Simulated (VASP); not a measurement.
Given:

```xyz
3
Lattice="2.0135 -3.4875 0.0000 2.0135 3.4875 0.0000 0.0000 0.0000 5.0646" Properties=species:S:1:pos:R:3 pbc="T T T"
Te     2.0135     1.1625     1.3374
Te     2.0135    -1.1625     3.7271
Pt     0.0000     0.0000     0.0000
```

Level of theory: LDA (Ceperley-Alder, Perdew-Zunger) with spin-orbit coupling, VASP's LDA PAW potentials (set 64) (plane waves; VASP). Settings: 400 eV cut-off, 8×8×6 Γ-centred mesh, Gaussian smearing of 0.050 eV, potentials Te Pt.

Q: Give the energies of bands 15 to 28 at the high-symmetry points, in eV from the Fermi level.

A: 
```csv
band,Γ,M,K,A,L,H
15,-2.59,-3.56,-3.76,-2.62,-3.42,-4.30
16,-2.59,-3.56,-3.76,-2.62,-3.42,-4.30
17,-1.14,-3.30,-2.01,-1.54,-2.96,-3.43
18,-1.14,-3.30,-2.01,-1.54,-2.96,-3.43
19,-0.14,-3.27,-1.96,-1.35,-2.54,-2.71
20,-0.14,-3.27,-1.96,-1.35,-2.54,-2.71
21,0.76,-2.79,-1.79,-1.01,-0.67,-2.55
22,0.76,-2.79,-1.79,-1.01,-0.67,-2.55
23,0.87,0.10,-0.22,2.12,0.25,2.51
24,0.87,0.10,-0.22,2.12,0.25,2.51
25,1.72,2.65,-0.15,2.38,1.36,2.79
26,1.72,2.65,-0.15,2.38,1.36,2.79
27,2.39,3.88,2.56,3.84,4.28,5.85
28,2.39,3.88,2.56,3.84,4.28,5.85
```

It has no gap at this level: it comes out as a metal or semimetal.

The compound is PtTe2 in the 1T layered structure. It was relaxed first.
